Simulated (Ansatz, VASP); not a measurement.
## Cross-check of Si2Ni between VASP and Ansatz

Aim: how closely do two programs agree when they are given the same cell, functional and k mesh?

Calculated with Ansatz 0.2.0; plane waves, with VASP 6.6.1 beside it; relaxation of cell and atoms at PBE with D3(BJ).

## (1) Set-up

The structure is cubic, space group Fm-3m (No. 225). The conventional cell has a = 5.406 Å, b = 5.406 Å, c = 5.406 Å, α = 90.00°, β = 90.00°, γ = 90.00°. Nearest to Si lie 4 Ni at 2.34 Å. Nearest to Ni lie 8 Si at 2.34 Å. Farther neighbours are not listed.

As a file:

```xyz
3
Lattice="0.0000 2.7030 2.7030 2.7030 0.0000 2.7030 2.7030 2.7030 0.0000" Properties=species:S:1:pos:R:3 pbc="T T T"
Si    1.3515    1.3515    1.3515
Si    4.0545    4.0545    4.0545
Ni    0.0000    0.0000    0.0000
```

## (2) VASP: relaxation of cell and atoms, PBE with D3(BJ)

The relaxed volume is the usual yardstick between codes: its relative difference is about their pressure difference at one cell divided by the bulk modulus.

Lines of VASP's logs that name or quote its potential files are left out, and so is its time.

Contents of INCAR:

```
SYSTEM = Si2Ni
PREC = Accurate
ENCUT = 520
EDIFF = 1E-06
NELM = 100
ISMEAR = -1
SIGMA = 0.05
LREAL = .FALSE.
ALGO = Normal
GGA = PE
IVDW = 12
NBANDS = 17
ISPIN = 2
MAGMOM = 0 0 1
LASPH = .TRUE.
LMAXMIX = 4
LORBIT = 11
LWAVE = .FALSE.
LCHARG = .FALSE.
KPAR = 2
IBRION = 2
NSW = 60
ISIF = 3
EDIFFG = -0.01
```

Contents of POSCAR:

```
Si2Ni
1.0
    0.0000000000      2.7030000000      2.7030000000
    2.7030000000      0.0000000000      2.7030000000
    2.7030000000      2.7030000000      0.0000000000
Si Ni
2 1
Direct
    0.2500000000      0.2500000000      0.2500000000
    0.7500000000      0.7500000000      0.7500000000
    0.0000000000      0.0000000000      0.0000000000
```

Contents of KPOINTS:

```
Automatic mesh
0
Gamma
7 7 7
0 0 0
```

PAW data sets: Si and Ni (PBE family, release 64).

On the command line:

```sh
$ mpirun -np 2 vasp_std
```

Numbers of over 12 decimals in the logs are rounded to 6 here.

Log:

```text
[banner, memory and clock lines left out]
running    2 mpi-ranks, on    1 nodes
 distrk:  each k-point on    1 cores,    2 groups
 distr:  one band on    1 cores,    1 groups

 POSCAR found type information on POSCAR SiNi
 POSCAR found :  2 types and       3 ions
 LDA part: xc-table for (Slater+PW92), standard interpolation
 POSCAR, INCAR and KPOINTS ok, starting setup
 FFT: planning ... GRIDC
 FFT: planning ... GRID_SOFT
 FFT: planning ... GRID
 WAVECAR not read
 entering main loop
       N       E                     dE             d eps       ncg     rms          rms(c)
DAV:   1     0.681905220316E+02    0.68191E+02   -0.72876E+03  1360   0.105E+03
DAV:   2    -0.153033773447E+02   -0.83494E+02   -0.75692E+02  1499   0.213E+02
DAV:   3    -0.192108909539E+02   -0.39075E+01   -0.38126E+01  1721   0.501E+01
DAV:   4    -0.192785073281E+02   -0.67616E-01   -0.67316E-01  1600   0.583E+00
DAV:   5    -0.192800423874E+02   -0.15351E-02   -0.15349E-02  1694   0.963E-01    0.171E+01
DAV:   6    -0.241245405813E+02   -0.48445E+01   -0.36667E+01  1427   0.139E+02    0.249E+01
DAV:   7    -0.174988835129E+02    0.66257E+01   -0.11599E+01  1711   0.867E+01    0.360E+00
DAV:   8    -0.174198572857E+02    0.79026E-01   -0.14481E+00  1812   0.182E+01    0.257E+00
DAV:   9    -0.173786771269E+02    0.41180E-01   -0.20359E-01  1648   0.765E+00    0.547E-01
DAV:  10    -0.173784570879E+02    0.22004E-03   -0.57476E-03  1839   0.901E-01    0.341E-01
DAV:  11    -0.173784426095E+02    0.14478E-04   -0.77624E-04  1609   0.397E-01    0.156E-01
DAV:  12    -0.173784793826E+02   -0.36773E-04   -0.88776E-05  1583   0.768E-02    0.344E-02
DAV:  13    -0.173784909421E+02   -0.11559E-04   -0.89029E-06  1526   0.277E-02    0.136E-02
DAV:  14    -0.173784936063E+02   -0.26642E-05   -0.60856E-06  1467   0.337E-02    0.815E-03
DAV:  15    -0.173784934067E+02    0.19959E-06   -0.70795E-07  1186   0.834E-03
   1 F= -.18713832E+02 E0= -.18710376E+02  d E =-.187138E+02  mag=    -0.0000
 curvature:   0.00 expect dE= 0.000E+00 dE for cont linesearch  0.000E+00
 trial: gam= 0.00000 g(F)=  0.395E-48 g(S)=  0.198E-01 ort = 0.000E+00 (trialstep = 0.100E+01)
 search vector abs. value=  0.198E-01
 bond charge predicted
       N       E                     dE             d eps       ncg     rms          rms(c)
DAV:   1    -0.176090099386E+02   -0.23052E+00   -0.19199E+00  1420   0.266E+01    0.508E+00
DAV:   2    -0.181589409527E+02   -0.54993E+00   -0.42259E+00  1462   0.499E+01    0.774E+00
DAV:   3    -0.173383369802E+02    0.82060E+00   -0.16121E+00  1557   0.347E+01    0.578E-01
DAV:   4    -0.173393713107E+02   -0.10343E-02   -0.70693E-02  1598   0.191E+00    0.582E-01
DAV:   5    -0.173359143470E+02    0.34570E-02   -0.68431E-03  1697   0.180E+00    0.101E-01
DAV:   6    -0.173359225793E+02   -0.82324E-05   -0.47149E-04  1687   0.240E-01    0.587E-02
DAV:   7    -0.173359329443E+02   -0.10365E-04   -0.39756E-05  1626   0.630E-02    0.754E-03
DAV:   8    -0.173359321519E+02    0.79241E-06   -0.17476E-06  1212   0.958E-03
   2 F= -.18714215E+02 E0= -.18710703E+02  d E =-.383153E-03  mag=     0.0000
 trial-energy change:   -0.000383  1 .order   -0.000050   -0.019768    0.019668
 step:   0.5139(harm=  0.5013)  dis= 0.00000  next Energy=   -18.718957 (dE=-0.512E-02)
 bond charge predicted
       N       E                     dE             d eps       ncg     rms          rms(c)
DAV:   1    -0.174240980021E+02   -0.88165E-01   -0.46065E-01  1401   0.131E+01    0.235E+00
DAV:   2    -0.175360794154E+02   -0.11198E+00   -0.85962E-01  1630   0.236E+01    0.355E+00
DAV:   3    -0.173638759014E+02    0.17220E+00   -0.41125E-01  1471   0.155E+01    0.465E-01
DAV:   4    -0.173617487336E+02    0.21272E-02   -0.73508E-03  1604   0.109E+00    0.106E-01
DAV:   5    -0.173616644198E+02    0.84314E-04   -0.34903E-04  2072   0.195E-01    0.434E-02
DAV:   6    -0.173616571625E+02    0.72572E-05   -0.14349E-05  2009   0.525E-02    0.127E-02
DAV:   7    -0.173616584524E+02   -0.12899E-05   -0.23192E-06  1210   0.127E-02    0.456E-03
DAV:   8    -0.173616586785E+02   -0.22605E-06   -0.78021E-08   718   0.324E-03
   3 F= -.18718831E+02 E0= -.18715376E+02  d E =-.499949E-02  mag=    -0.0000
 curvature:  -0.25 expect dE=-0.988E-07 dE for cont linesearch -0.988E-07
 trial: gam= 0.00000 g(F)=  0.203E-47 g(S)=  0.395E-06 ort =-0.883E-04 (trialstep = 0.903E+00)
 search vector abs. value=  0.395E-06
 reached required accuracy - stopping structural energy minimisation
```

OUTCAR, selected parts (step 2):

```text
ion  position               nearest neighbor table
   1  0.250  0.250  0.250-   3 2.34   3 2.34   3 2.34   3 2.34   2 2.70   2 2.70   2 2.70   2 2.70
                             2 2.70   2 2.70
   2  0.750  0.750  0.750-   3 2.34   3 2.34   3 2.34   3 2.34   1 2.70   1 2.70   1 2.70   1 2.70
                             1 2.70   1 2.70
   3  0.000  0.000  0.000-   2 2.34   1 2.34   2 2.34   1 2.34   2 2.34   2 2.34   1 2.34   1 2.34

  LATTYP: Found a face centered cubic cell.
 ALAT       =     5.4060000000

 Subroutine GETGRP returns: Found 48 space group operations
 (whereof 48 operations were pure point group operations)

The static configuration has the point symmetry O_h .

 Found     20 irreducible k-points:

   k-points           NKPTS =     20   k-points in BZ     NKDIM =     20   number of bands    NBANDS=     17

   dimension x,y,z NGX =    28 NGY =   28 NGZ =   28
   dimension x,y,z NGXF=    56 NGYF=   56 NGZF=   56

   ENCUT  =  520.0 eV  38.22 Ry    6.18 a.u.   7.11  7.11  7.11*2*pi/ulx,y,z

   NELECT =      18.0000    total number of electrons

 k-points in reciprocal lattice and weights: Automatic mesh
   0.00000000  0.00000000  0.00000000       0.003
   0.14285714  0.00000000  0.00000000       0.023
   0.28571429  0.00000000  0.00000000       0.023
   0.42857143  0.00000000  0.00000000       0.023
   0.14285714  0.14285714  0.00000000       0.017
   0.28571429  0.14285714  0.00000000       0.070
   0.42857143  0.14285714  0.00000000       0.070
  -0.42857143  0.14285714  0.00000000       0.070
  -0.28571429  0.14285714  0.00000000       0.070
[...]
-0.42857143  0.42857143  0.14285714       0.070
  -0.28571429  0.42857143  0.14285714       0.070

 Edisp (eV)   -1.37828

 average (electrostatic) potential at core
       1 -79.6564       2 -79.6564       3 -82.1686

 E-fermi :  10.6479

 spin component 1
 k-point     1 :       0.0000    0.0000    0.0000
  band No.  band energies     occupation
    ...
      3       5.3781      1.00000
      4       5.3781      1.00000
      5       7.0834      1.00000
      6       7.0834      1.00000
      7      10.5166      0.93257
      8      12.4068      0.00000
      9      12.4068      0.00000
     10      12.4068      0.00000
     11      12.9468      0.00000
     12      12.9468      0.00000
    ...

 k-point     2 :       0.1429    0.0000    0.0000
  band No.  band energies     occupation
    ...
      3       5.4719      1.00000
      4       5.4719      1.00000
      5       7.0337      1.00000
      6       7.0337      1.00000
      7       9.5804      1.00000
      8      11.3962      0.00000
      9      11.3970      0.00000
     10      11.3970      0.00000
     11      13.7085      0.00000
     12      13.7085      0.00000
    ...

 k-point     3 :       0.2857    0.0000    0.0000
  band No.  band energies     occupation
    ...
      5       7.0177      1.00000
      6       7.0177      1.00000
      7       7.8121      1.00000
      8      10.2596      0.99958
      9      10.2596      0.99958
     10      12.0296      0.00000
     11      12.9809      0.00000
     12      12.9809      0.00000
     13      13.9999      0.00000
     14      16.6938      0.00000
    ...

 k-point     4 :       0.4286    0.0000    0.0000
  band No.  band energies     occupation
    ...
      5       6.9903      1.00000
      6       7.2132      1.00000
      7       7.2132      1.00000
      8       9.3579      1.00000
      9       9.3580      1.00000
     10      12.4562      0.00000
     11      12.5474      0.00000
     12      12.5474      0.00000
     13      13.4611      0.00000
     14      19.1329      0.00000
    ...

 k-point     5 :       0.1429    0.1429    0.0000
  band No.  band energies     occupation
    ...
      5       6.8190      1.00000
      6       7.1591      1.00000
      7      10.2619      0.99956
      8      10.2619      0.99956
      9      10.3772      0.99557
     10      11.2635      0.00000
     11      13.4315      0.00000
     12      13.7234      0.00000
     13      15.4860      0.00000
     14      15.4860      0.00000
    ...

 k-point     6 :       0.2857    0.1429    0.0000
  band No.  band energies     occupation
    ...
      5       6.5490      1.00000
      6       7.2181      1.00000
      7       8.2084      1.00000
      8       9.3355      1.00000
      9       9.9223      1.00000
     10      11.1150      0.00009
     11      13.6794      0.00000
     12      14.3233      0.00000
     13      14.8151      0.00000
     14      15.5687      0.00000
    ...

 Edisp (eV)   -1.35717

  Total       0.00286     0.00286     0.00286     0.00000     0.00000     0.00000
  in kB       0.11786     0.11786     0.11786     0.00000     0.00000     0.00000
  external pressure =        0.12 kB  Pullay stress =        0.00 kB

  energy-cutoff  :      520.00
  volume of cell :       38.87
      direct lattice vectors                 reciprocal lattice vectors
     0.000000000  2.688700229  2.688700229    -0.185963461  0.185963461  0.185963461
     2.688700229  0.000000000  2.688700229     0.185963461 -0.185963461  0.185963461
     2.688700229  2.688700229 -0.000000000     0.185963461  0.185963461 -0.185963461

 POSITION                                       TOTAL-FORCE (eV/Angst)
 -----------------------------------------------------------------------------------
      1.34435      1.34435      1.34435        -0.000000      0.000000      0.000000
      4.03305      4.03305      4.03305        -0.000000     -0.000000     -0.000000
      0.00000      0.00000      0.00000         0.000000     -0.000000      0.000000
 -----------------------------------------------------------------------------------
    total drift:                               -0.000000     -0.000000      0.000000

  FREE ENERGIE OF THE ION-ELECTRON SYSTEM (eV)
  ---------------------------------------------------
  free  energy   TOTEN  =       -18.7188313472 eV

  energy  without entropy=      -18.7119205941  energy(sigma->0) =      -18.71537597

 reached required accuracy - stopping structural energy minimisation

 total charge
# of ion       s       p       d       tot
------------------------------------------
    1        0.737   0.857   0.000   1.594
    2        0.737   0.857   0.000   1.594
    3        0.567   0.826   8.457   9.849
--------------------------------------------------
tot          2.042   2.539   8.457  13.037

 magnetization (x)
# of ion       s       p       d       tot
------------------------------------------
    1       -0.000  -0.000   0.000  -0.000
    2       -0.000  -0.000   0.000  -0.000
    3        0.000   0.000  -0.000   0.000
--------------------------------------------------
tot         -0.000  -0.000  -0.000  -0.000

[... 3 further parts left out ...]
```

CONTCAR:

```
Si2Ni
   1.00000000000000
     0.0000000000000000    2.6887002294777589    2.6887002294777589
     2.6887002294777589    0.0000000000000000    2.6887002294777589
     2.6887002294777589    2.6887002294777589   -0.0000000000000000
  Si              Ni
     2     1
Direct
     0.2500000000000000    0.2500000000000000    0.2500000000000000
     0.7500000000000000    0.7500000000000000    0.7500000000000000
     0.0000000000000000    0.0000000000000000    0.0000000000000000
```

The moments of VASP's start collapse, so its state is non-magnetic.

(Continued in part 2 of 2.)

[Lines on the potential files, build, host, timing and source positions are cut from VASP's logs without a mark.]

[Logs are printed without paths, hosts, clocks, repeated set-up lines and the standing remarks that a program may print on its own settings, such as how far it seeks lower states.]

[Hosts, paths, dates, database ids (printed as entryN), source tags and the programs' standing remarks are cut or masked in the printed files.]
